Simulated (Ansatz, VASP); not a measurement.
## Cross-check of Mo (Mo(100) film of 5 layers) between VASP and Ansatz

Wanted: the spread between two codes on one cell, functional and k mesh. The cell is taken from a series of runs on this material, whose earlier steps may have relaxed, scaled, displaced or heated it; both programs get it as it stands.

Method: plane waves, with VASP 6.6.1 beside it; single point at PBEsol, in Ansatz 0.2.0.

## 1. Set-up

The cell holds 5 atoms: 5 Mo. Cell: a = 3.150 Å, b = 3.150 Å, c = 17.300 Å, α = 90.0°, β = 90.0°, γ = 90.0°. It derives from Mo. Vacuum lies along c.

As a file:

```xyz
5
Lattice="3.1500 0.0000 0.0000 0.0000 3.1500 0.0000 0.0000 0.0000 17.3000" Properties=species:S:1:pos:R:3
Mo    0.0000    0.0000    5.5000
Mo    1.5750    1.5750    7.0750
Mo    0.0000    0.0000    8.6500
Mo    1.5750    1.5750   10.2250
Mo    0.0000    0.0000   11.8000
```

## 2. VASP: single point, PBEsol

With cell and atoms fixed, the geometry can't cause a difference; cores, projectors, grids and the points listed under the comparison can.

Lines of VASP's logs that name or quote its potential files are left out, and so is its time.

INCAR reads:

```
SYSTEM = Mo
PREC = Accurate
ENCUT = 400
EDIFF = 1E-06
NELM = 120
ISMEAR = 0
SIGMA = 0.1
LREAL = .FALSE.
ALGO = Normal
GGA = PS
NBANDS = 43
LASPH = .TRUE.
LORBIT = 11
LWAVE = .FALSE.
LCHARG = .FALSE.
ISIF = 2
LDIPOL = .TRUE.
IDIPOL = 3
DIPOL = 0.5 0.5 0.5
LVHAR = .TRUE.
GGA_COMPAT = .FALSE.
NELMDL = -8
KPAR = 2
```

POSCAR reads:

```
Mo
1.0
    3.1500000000      0.0000000000      0.0000000000
    0.0000000000      3.1500000000      0.0000000000
    0.0000000000      0.0000000000     17.3000000000
Mo
5
Direct
    0.0000000000      0.0000000000      0.3179190800
    0.5000000000      0.5000000000      0.4089595400
    0.0000000000      0.0000000000      0.5000000000
    0.5000000000      0.5000000000      0.5910404600
    0.0000000000      0.0000000000      0.6820809200
```

KPOINTS reads:

```
Automatic mesh
0
Gamma
6 6 1
0 0 0
```

The projector-augmented-wave data sets are Mo_sv (PBE family, release 64).

The run is started by

```bash
> mpirun -np 2 vasp_std
```

Numbers of over 12 decimals in the logs are rounded to 6 here.

The log of the run:

```text
[banner, memory and clock lines left out]
running    2 mpi-ranks, on    1 nodes
 distrk:  each k-point on    1 cores,    2 groups
 distr:  one band on    1 cores,    1 groups

 POSCAR found type information on POSCAR Mo
 POSCAR found :  1 types and       5 ions
|                                                                             |
|               ----> ADVICE to this user running VASP <----                  |
|                                                                             |
|     You enforced a specific xc type in the INCAR file but a different       |
|     [... a line on the potential file left out ...]
|     I HOPE YOU KNOW WHAT YOU ARE DOING!                                     |
|                                                                             |

 LDA part: xc-table for (Slater+PW92), standard interpolation
 POSCAR, INCAR and KPOINTS ok, starting setup
 FFT: planning ... GRIDC
 FFT: planning ... GRID_SOFT
 FFT: planning ... GRID
 WAVECAR not read
 entering main loop
       N       E                     dE             d eps       ncg     rms          rms(c)
DAV:   1     0.662983234932E+03    0.66298E+03   -0.41267E+04  1100   0.127E+03
DAV:   2    -0.350391781126E+02   -0.69802E+03   -0.68400E+03   987   0.432E+02
DAV:   3    -0.590025657062E+02   -0.23963E+02   -0.23355E+02  1173   0.683E+01
DAV:   4    -0.597142136258E+02   -0.71165E+00   -0.69669E+00  1144   0.904E+00
DAV:   5    -0.597418202851E+02   -0.27607E-01   -0.27281E-01  1181   0.148E+00
DAV:   6    -0.597425268078E+02   -0.70652E-03   -0.70368E-03  1152   0.230E-01
DAV:   7    -0.597425704601E+02   -0.43652E-04   -0.43472E-04  1133   0.398E-02
DAV:   8    -0.597425727735E+02   -0.23134E-05   -0.22953E-05   912   0.734E-03    0.299E+01
DAV:   9    -0.623083898583E+02   -0.25658E+01   -0.79081E+01  1129   0.335E+01    0.214E+01
DAV:  10    -0.618837381052E+02    0.42465E+00   -0.14525E+02  1160   0.382E+01    0.188E+01
DAV:  11    -0.546674677527E+02    0.72163E+01   -0.71623E+01  1120   0.223E+01    0.649E+00
DAV:  12    -0.540610080622E+02    0.60646E+00   -0.29474E+00  1091   0.766E+00    0.338E+00
DAV:  13    -0.540344738182E+02    0.26534E-01   -0.14852E-01  1132   0.162E+00    0.314E+00
DAV:  14    -0.539845427363E+02    0.49931E-01   -0.49820E-02  1066   0.125E+00    0.196E+00
DAV:  15    -0.539483135094E+02    0.36229E-01   -0.28607E-01  1065   0.295E+00    0.870E-01
DAV:  16    -0.539438981911E+02    0.44153E-02   -0.14025E-02  1061   0.743E-01    0.536E-01
DAV:  17    -0.539418228402E+02    0.20754E-02   -0.12732E-02  1090   0.630E-01    0.629E-02
DAV:  18    -0.539419251299E+02   -0.10229E-03   -0.97356E-04  1037   0.178E-01    0.348E-02
DAV:  19    -0.539422756814E+02   -0.35055E-03   -0.28644E-04  1009   0.705E-02    0.418E-02
DAV:  20    -0.539425544053E+02   -0.27872E-03   -0.14692E-04  1112   0.594E-02    0.388E-02
DAV:  21    -0.539428438964E+02   -0.28949E-03   -0.13103E-04   964   0.562E-02    0.153E-02
DAV:  22    -0.539429212712E+02   -0.77375E-04   -0.23517E-05   871   0.162E-02    0.457E-03
DAV:  23    -0.539429516322E+02   -0.30361E-04   -0.10562E-05   799   0.140E-02    0.379E-03
DAV:  24    -0.539429517368E+02   -0.10460E-06   -0.85204E-07   631   0.597E-03
   1 F= -.53942952E+02 E0= -.53921012E+02  d E =-.438787E-01
```

OUTCAR, selected parts (step 2):

```text
ion  position               nearest neighbor table
   1  0.000  0.000  0.318-   2 2.73   2 2.73   2 2.73   2 2.73   3 3.15
   2  0.500  0.500  0.409-   1 2.73   1 2.73   1 2.73   1 2.73   3 2.73   3 2.73   3 2.73   3 2.73
                             4 3.15
   3  0.000  0.000  0.500-   2 2.73   4 2.73   2 2.73   4 2.73   2 2.73   4 2.73   2 2.73   4 2.73
                             1 3.15   5 3.15
   4  0.500  0.500  0.591-   5 2.73   5 2.73   5 2.73   5 2.73   3 2.73   3 2.73   3 2.73   3 2.73
                             2 3.15
   5  0.000  0.000  0.682-   4 2.73   4 2.73   4 2.73   4 2.73   3 3.15

  LATTYP: Found a simple tetragonal cell.
 ALAT       =     3.1500000000
 C/A-ratio  =     5.4920634921

 Subroutine GETGRP returns: Found 16 space group operations
 (whereof 16 operations were pure point group operations)

The static configuration has the point symmetry D_4h.

 Found     10 irreducible k-points:

   k-points           NKPTS =     10   k-points in BZ     NKDIM =     10   number of bands    NBANDS=     43

   dimension x,y,z NGX =    24 NGY =   24 NGZ =  120
   dimension x,y,z NGXF=    48 NGYF=   48 NGZF=  240

   ENCUT  =  400.0 eV  29.40 Ry    5.42 a.u.   5.14  5.14 28.21*2*pi/ulx,y,z

   NELECT =      70.0000    total number of electrons

 k-points in reciprocal lattice and weights: Automatic mesh
   0.00000000  0.00000000  0.00000000       0.028
   0.16666667  0.00000000  0.00000000       0.111
   0.33333333  0.00000000  0.00000000       0.111
   0.50000000  0.00000000  0.00000000       0.056
   0.16666667  0.16666667  0.00000000       0.111
   0.33333333  0.16666667  0.00000000       0.222
   0.50000000  0.16666667  0.00000000       0.111
   0.33333333  0.33333333  0.00000000       0.111
   0.50000000  0.33333333  0.00000000       0.111
   0.50000000  0.50000000  0.00000000       0.028

 dipolmoment           0.000000      0.000000     -0.000000 electrons x Angstroem

 average (electrostatic) potential at core
       1 -77.7979       2 -77.8814       3 -78.0502       4 -77.8814       5 -77.7979

 E-fermi :   3.5711

 k-point     1 :       0.0000    0.0000    0.0000
  band No.  band energies     occupation
    ...
     35       3.4316      1.95142
     36       3.4541      1.90185
     37       3.5139      1.58119
     38       3.5139      1.58119
     39       3.5851      0.84307
     40       4.6179      0.00000
     41       4.8403      0.00000
     42       4.9488      0.00000
     43       4.9488      0.00000

 k-point     2 :       0.1667    0.0000    0.0000
  band No.  band energies     occupation
    ...
     31       2.0709      2.00000
     32       2.7703      2.00000
     33       2.8346      2.00000
     34       2.8567      2.00000
     35       2.8599      2.00000
     36       3.7158      0.04068
     37       3.7381      0.01818
     38       4.0908      0.00000
     39       4.2981      0.00000
     40       4.4922      0.00000
    ...

 k-point     3 :       0.3333    0.0000    0.0000
  band No.  band energies     occupation
    ...
     31       2.2791      2.00000
     32       2.5059      2.00000
     33       2.6093      2.00000
     34       2.8404      2.00000
     35       3.1801      2.00000
     36       3.7734      0.00422
     37       3.8711      0.00002
     38       4.1085      0.00000
     39       4.3612      0.00000
     40       4.6546      0.00000
    ...

  Total      -10.5196872    -10.5196872     -6.9079589      0.0000000      0.0000000     -0.0000000
  in kB      -98.1852384    -98.1852384    -64.4752623      0.0000000      0.0000000     -0.0000000
  external PRESSURE =     -86.9485797 kB  Pullay stress =       0.0000000 kB

  energy-cutoff  :      400.00
  volume of cell :      171.66
      direct lattice vectors                 reciprocal lattice vectors
     3.150000000  0.000000000  0.000000000     0.317460317  0.000000000  0.000000000
     0.000000000  3.150000000  0.000000000     0.000000000  0.317460317  0.000000000
     0.000000000  0.000000000 17.300000000     0.000000000  0.000000000  0.057803468

 POSITION                                       TOTAL-FORCE (eV/Angst)
 -----------------------------------------------------------------------------------
      0.00000      0.00000      5.50000        -0.000000     -0.000000      1.613938
      1.57500      1.57500      7.07500        -0.000000     -0.000000     -1.183710
      0.00000      0.00000      8.65000        -0.000000     -0.000000     -0.000000
      1.57500      1.57500     10.22500        -0.000000      0.000000      1.183710
      0.00000      0.00000     11.80000         0.000000     -0.000000     -1.613938
 -----------------------------------------------------------------------------------
    total drift:                                0.000000      0.000000     -0.000000

  FREE ENERGIE OF THE ION-ELECTRON SYSTEM (eV)
  ---------------------------------------------------
  free  energy   TOTEN  =       -53.9429517368 eV

  energy  without entropy=      -53.8990730144  energy(sigma->0) =      -53.92101238

 vacuum level on the upper side and lower side of the slab         7.636         7.636

 total charge
# of ion       s       p       d       tot
------------------------------------------
    1        2.344   6.073   3.886  12.303
    2        2.384   6.200   3.898  12.481
    3        2.381   6.204   3.901  12.486
    4        2.384   6.200   3.898  12.481
    5        2.344   6.073   3.886  12.303
--------------------------------------------------
tot         11.835  30.748  19.470  62.053

[... 3 further parts left out ...]
```

The run ends at a pressure of -8.69 GPa, with forces up to 1.6 eV/Å.

## 3. Ansatz: single point, PBEsol

Ansatz runs on its default PAW (the set named soft_2) files.

The same cell, functional, mesh and smearing now go to Ansatz, which takes its cutoff from its data sets.

input.yaml reads:

```yaml
crystal:
  lattice:
    - [3.15, 0.0, 0.0]
    - [0.0, 3.15, 0.0]
    - [0.0, 0.0, 17.3]
  atoms:
    - { symbol: Mo, position: [0.0, 0.0, 0.31791908] }
    - { symbol: Mo, position: [0.5, 0.5, 0.40895954] }
    - { symbol: Mo, position: [0.0, 0.0, 0.5] }
    - { symbol: Mo, position: [0.5, 0.5, 0.59104046] }
    - { symbol: Mo, position: [0.0, 0.0, 0.68208092] }
  periodic: [true, true, false]
kpoints:
  mp_grid: { grid: [6, 6, 1] }
hamiltonian:
  xc: pbesol
scf:
  occupations: { method: gaussian, width: 0.1 }
output:
  forces: true
  stress: true
  eigenvalues: true
```

The run is started by

```bash
> ansatz run input.yaml --threads 4 --pin off --max-ram 16384MiB --backend cpu --events-out ev --progress --plain --runs-dir out
```

The log of the run:

```text
Warning: crystal.periodic: the lattice vector that does not repeat stood 0.000° off the slab's normal, 17.300 Å along it as the deck builds it. The run solves the slab on a vector along the normal, 36.400 Å long, with every atom where it was (on the deck's vector they left 11.00 Å outside them, and the widest stretch free of ions among them is 1.57 Å). A fractional position that the run reports is one of the run's ce [...]
crystal.periodic: the lattice vector that does not repeat stood 0.000° off the slab's normal, 17.300 Å along it as the deck builds it. The run solves the slab on a vector along the normal, 36.400 Å long, with every atom where it was (on the deck's vector they left 11.00 Å outside them, and the widest stretch free of ions among them is 1.57 Å). A fractional position that the run reports is one of the run's cell, which [...]
Engine: ansatz 0.2.0, aarch64-unknown-linux-gnu
Pseudopotentials: kind: paw
Pseudopotential: Mo, paw, valence charge 14, recommended cutoff 420 eV (normal), Mo.paw.azcp
Functional definition: PBEsol
  exchange = pbesol_x
  correlation = pbesol_c
Crystal: 5 atoms, lattice volume = 361.179 Å³
Basis set: ecut = 420 eV, 7145 PW (Γ), exchange–correlation on 48×48×500 points (8 copies of the dense FFT grid, shifted against one another)
Bands: 42, of which v1, the nominal top of the filled ones, is band 35 counted from 1 (34 counted from 0)
Symmetry: 16 space group operations
Space group: P4/mmm (ITA 123), of the structure as read, at distance tolerance 7.1e-5 Å
k-points: 10 of 36
Non-local potential: Mo, projectors of the file, l = 0: 3, l = 1: 2, l = 2: 2, l = 3: 1
PAW form: soft (Blöchl's): semilocal exchange-correlation on the pseudo side does not see the compensation charge
PAW frozen core: Mo, regenerated for the run's functional, and the local potential with it (the file was generated under x = pbe(κ = 0.804, μ = 0.219515), c = pbe(β = 0.066725))
PAW one-centre angular grid: Mo, 590 points (default); XC on 64 Gauss nodes
Initial density: superposition of atomic densities (neutral atoms: chi_scale 0, normalization atom), corrected by the library's trained network
Initial wavefunctions: pseudopotential atomic-orbital guess
Functional: x = pbesol(κ = 0.804, μ = 0.123457), c = pbesol(β = 0.046)
SCF iter   1: F=—  HF=-24482.391073 eV  |F-HF|=—  |Δ(HF+E_count)|=         —  Δρ=6.29e-3  dr2=3.89e-1  ethr=1.77e-3  ⟨swp⟩=11.0  Hψ=2475  notcnv=0
preconditioner: auto → LDOS  [metal: Δε(μ)=0.024 eV  Ē_g=3.509 eV  σ=0.100 eV  W_gap=0.13  n_scr=52 (ndim 8)  ℏωp=10.7 eV  f_vac=0.712  D(μ)=8.81/eV (n_scr^D=52)  β→1.0]
SCF iter   2: F=—  HF=-24482.365460 eV  |F-HF|=—  |Δ(HF+E_count)|=   2.56e-2  Δρ=2.74e-3  dr2=8.12e-2  ethr=5.56e-4  ⟨swp⟩=3.3  Hψ=900  notcnv=0  defer=9
SCF iter   3: F=—  HF=-24482.361097 eV  |F-HF|=—  |Δ(HF+E_count)|=   4.36e-3  Δρ=1.22e-3  dr2=1.29e-2  ethr=1.16e-4  ⟨swp⟩=3.0  Hψ=767  notcnv=0  defer=9
SCF iter   4: F=—  HF=-24482.360463 eV  |F-HF|=—  |Δ(HF+E_count)|=   6.34e-4  Δρ=4.93e-4  dr2=2.69e-3  ethr=1.84e-5  ⟨swp⟩=3.0  Hψ=623  notcnv=0  defer=9
SCF iter   5: F=—  HF=-24482.360233 eV  |F-HF|=—  |Δ(HF+E_count)|=   2.30e-4  Δρ=1.14e-4  dr2=1.51e-4  ethr=3.84e-6  ⟨swp⟩=3.2  Hψ=711  notcnv=0  defer=9
SCF iter   6: F=—  HF=-24482.360230 eV  |F-HF|=—  |Δ(HF+E_count)|=   3.25e-6  Δρ=2.84e-5  dr2=9.92e-6  ethr=2.16e-7  ⟨swp⟩=3.0  Hψ=736  notcnv=0  defer=9
SCF iter   7: F=—  HF=-24482.360627 eV  |F-HF|=—  |Δ(HF+E_count)|=   3.98e-4  Δρ=1.28e-5  dr2=2.51e-6  ethr=1.42e-8  ⟨swp⟩=3.5  Hψ=905  notcnv=0  defer=8
SCF iter   8: F=—  HF=-24482.360628 eV  |F-HF|=—  |Δ(HF+E_count)|=   5.11e-7  Δρ=5.20e-6  dr2=1.93e-7  ethr=3.59e-9  ⟨swp⟩=3.3  Hψ=811  notcnv=0  defer=8
SCF iter   9: F=-24482.360628 eV  HF=-24482.360628 eV  |F-HF|=4.66e-8  |Δ(HF+E_count)|=   7.06e-8  Δρ=1.74e-6  dr2=2.77e-8  ethr=1.43e-10  ⟨swp⟩=17.8  Hψ=2394  notcnv=0
SCF 1 converged in 9 iterations: F = -24482.360628 eV  dr2 = 2.77e-8
  greatest PAW one-centre occupation: 0.999 electrons in one spin orbital (limit 2), on the Mo atom at site 4 (counted from 0), in its partial waves of l = 0
SCF converged after 9 iterations
Free energy (F): -24482.360628 eV
Harris-Foulkes:  -24482.360628 eV  (|F-HF|=4.66e-8)
Internal energy: -24482.316865 eV  (E = F + TS)
E sigma→0 (E₀):  -24482.338746 eV
Entropy (-TS):   -0.043763 eV (-8.753 meV/atom)
Fermi energy:    -4.062917 eV
--- Per-component energies (eV) ---
  E_band       = -2016.642953
  E_kinetic    = 2192.460392
  E_local      = -294043.618539  (includes V_loc(G=0)·N_el)
  E_nonlocal   = 726.709530
  E_hartree    = 145482.744153
  E_xc         = -903.819605
  E_vxc        = -1131.441999  (∫ρ·V_xc dr)
  E_paw        = -15719.426034  (= ΣΔE_a)
  E_vpaw       = -726.216892  (= ΣTr[D̂ρ^β])
  E_aug_tail   = 0.000192  (compensation charges beyond the density's cutoff)
  E_ewald      = 137781.586550
  E_core_change = 1.046497  (= ΣΔE_core)
  E_smearing   = -0.043763  (= −TS)
  E_closure    = -0.000000  (closes the sum)
  Σ components = -24482.360628   (vs F -24482.360628, Δ=0.00e0)
--- Forces (eV/Å), atoms counted from 1 ---
  atom   1  Mo     0.00000000     0.00000000     1.63607929
  atom   2  Mo     0.00000000     0.00000000    -1.16991719
  atom   3  Mo    -0.00000000     0.00000000     0.00000000
  atom   4  Mo     0.00000000     0.00000000     1.16991719
  atom   5  Mo     0.00000000     0.00000000    -1.63607929
  max |Σ_I F_I| component: 7.89e-30 eV/Å
--- 2D stress c σ (N/m, compression-positive) ---
      -16.611775       0.000000       0.000000
        0.000000     -16.611775       0.000000
        0.000000       0.000000       0.000000
  P = ½ c Tr σ = -16.6118 N/m
--- Band table (eV; the first three rows and the last of 10) ---
  k-point 0: bands = [... 31 lower, -4.9301, -4.9301, -4.5389, -4.1975, -4.1827, -4.1190, -4.1190, -4.0475, ... 3 higher]
  k-point 1: bands = [... 31 lower, -4.8624, -4.7977, -4.7760, -4.7723, -3.9156, -3.8967, -3.5426, -3.3362, ... 3 higher]
  k-point 2: bands = [... 31 lower, -5.1260, -5.0228, -4.7938, -4.4543, -3.8607, -3.7626, -3.5228, -3.2722, ... 3 higher]
  k-point 9: bands = [... 31 lower, -4.6579, -4.6579, -2.6255, -2.5462, -2.2363, -2.2363, -2.1009, -2.0652, ... 3 higher]
```

Reading the cycles: dr2 is the Hartree energy of the density residual (eV), the measure of convergence; HF is the Harris–Foulkes estimate of the energy, which meets the free energy F at convergence.

## 4. Differences

Known differences besides the potentials themselves: Ansatz cuts the interaction across the vacuum, VASP repeats the sheet with a dipole correction; the cutoff is 420 eV in Ansatz and 400 eV in VASP; Ansatz makes its cores anew for this functional, VASP keeps those of its PBE data sets. Total energies have different zeros and are not compared.

Forces (eV/Å; atoms numbered as in POSCAR):

| atom | Ansatz x, y, z | VASP x, y, z |
| --- | --- | --- |
| Mo1 | 0.000, 0.000, 1.636 | 0.000, 0.000, 1.614 |
| Mo2 | 0.000, 0.000, -1.170 | 0.000, 0.000, -1.184 |
| Mo3 | 0.000, 0.000, 0.000 | 0.000, 0.000, 0.000 |
| Mo4 | 0.000, 0.000, 1.170 | 0.000, 0.000, 1.184 |
| Mo5 | 0.000, 0.000, -1.636 | 0.000, 0.000, -1.614 |

The forces differ by 9.5 meV/Å r.m.s., which is 1.3 % of the r.m.s. force of 0.731 eV/Å (both taken over all components). With vacuum in the cell, a pressure given here is an average over mostly empty space and none of the material.

## 5. What came out

* r.m.s. force difference (single point, PBEsol): 1.3 % of the r.m.s. force

The r.m.s. force difference is 1.3 % of the r.m.s. force (single point, PBEsol), within the 3 % picked in this series as the mark of a large difference. How closely two codes agree says nothing of how well the functional describes the real material.

[Lines on the potential files, build, host, timing and source positions are cut from VASP's logs without a mark.]

[Logs are printed without paths, hosts, clocks, repeated set-up lines and the standing remarks that a program may print on its own settings, such as how far it seeks lower states.]

[Hosts, paths, dates, database ids (printed as entryN), source tags and the programs' standing remarks are cut or masked in the printed files.]
